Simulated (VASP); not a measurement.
Computed with vdW-DF2, VASP's PBE PAW potentials (set 64) (plane waves; VASP 6.6.1).

Input for VASP

File KPOINTS:
```
Automatic mesh
0
Gamma
8 8 8
0 0 0
```

**INCAR**
```
SYSTEM=Sr
PREC=Accurate; ENCUT=520; LREAL=.FALSE.
LASPH=.TRUE.
EDIFF=1E-7; NELM=100; ALGO=Normal
LMAXMIX=4
ISMEAR=0; SIGMA=0.05
GGA=ML; LUSE_VDW=.TRUE.; AGGAC=0.0
ZAB_VDW=-1.8867
ISIF=2
LWAVE=.FALSE.; LCHARG=.FALSE.
```

File POSCAR:
```
Sr
3.031460
  0.0000000000   0.9999998552   0.9999998552
  0.9999998552   0.0000000000   0.9999998552
  0.9999998552   0.9999998552   0.0000000000
Sr
1
Cartesian
  1.9999997103   0.9999998552   0.9999998552
```

POTCAR, in this order: Sr_sv (PBE.64 set). Program: vasp_std.

Output

File OSZICAR:
```
       N       E                     dE             d eps       ncg     rms          rms(c)
DAV:   1     0.399144445065E+02    0.39914E+02   -0.48471E+03   522   0.960E+02
DAV:   2     0.245810982877E+01   -0.37456E+02   -0.37152E+02   597   0.167E+02
DAV:   3     0.884712093525E+00   -0.15734E+01   -0.15663E+01   793   0.284E+01
DAV:   4     0.843020652225E+00   -0.41691E-01   -0.41674E-01   764   0.383E+00
DAV:   5     0.842270314259E+00   -0.75034E-03   -0.75000E-03   819   0.362E-01    0.999E+00
DAV:   6     0.839531582691E+00   -0.27387E-02   -0.70416E-03   612   0.739E-01    0.590E+00
DAV:   7     0.837321344298E+00   -0.22102E-02   -0.14013E-02   559   0.105E+00    0.719E-02
DAV:   8     0.836830469148E+00   -0.49088E-03   -0.12526E-03   774   0.289E-01    0.580E-02
DAV:   9     0.836718750443E+00   -0.11172E-03   -0.13860E-04   630   0.881E-02    0.267E-02
DAV:  10     0.836712362518E+00   -0.63879E-05   -0.28627E-05   643   0.480E-02    0.594E-03
DAV:  11     0.836712402014E+00    0.39495E-07   -0.78017E-07   916   0.627E-03
   1 F= 0.83671240E+00 E0= 0.83727868E+00  d E =-.113256E-02
```

**OUTCAR**
```
------------------------ aborting loop because EDIFF is reached ----------------------------------------
  FORCE on cell =-STRESS in cart. coord.  units (eV):
  Direction    XX          YY          ZZ          XY          YZ          ZX
  --------------------------------------------------------------------------------------
  Total       -0.1142591     -0.1142591     -0.1142591      0.0000000     -0.0000000      0.0000000
  in kB       -3.2856109     -3.2856109     -3.2856109      0.0000000     -0.0000000      0.0000000
  external PRESSURE =      -3.2856109 kB  Pullay stress =       0.0000000 kB
  volume of cell :       55.72
      direct lattice vectors                 reciprocal lattice vectors
     0.000000000  3.031459561  3.031459561    -0.164937051  0.164937051  0.164937051
     3.031459561  0.000000000  3.031459561     0.164937051 -0.164937051  0.164937051
     3.031459561  3.031459561  0.000000000     0.164937051  0.164937051 -0.164937051
 POSITION                                       TOTAL-FORCE (eV/Angst)
 -----------------------------------------------------------------------------------
      0.00000      0.00000      0.00000         0.000000      0.000000      0.000000
 -----------------------------------------------------------------------------------
    total drift:                                0.000000      0.000000     -0.000000
  FREE ENERGIE OF THE ION-ELECTRON SYSTEM (eV)
  ---------------------------------------------------
  free  energy   TOTEN  =         0.8367124020 eV

  energy  without entropy=        0.8378449661  energy(sigma->0) =        0.83727868
```
(Selected blocks of OUTCAR.)

The compound is Sr in the fcc structure. This cell is one point of a volume scan, at 1.03 of the reference volume.
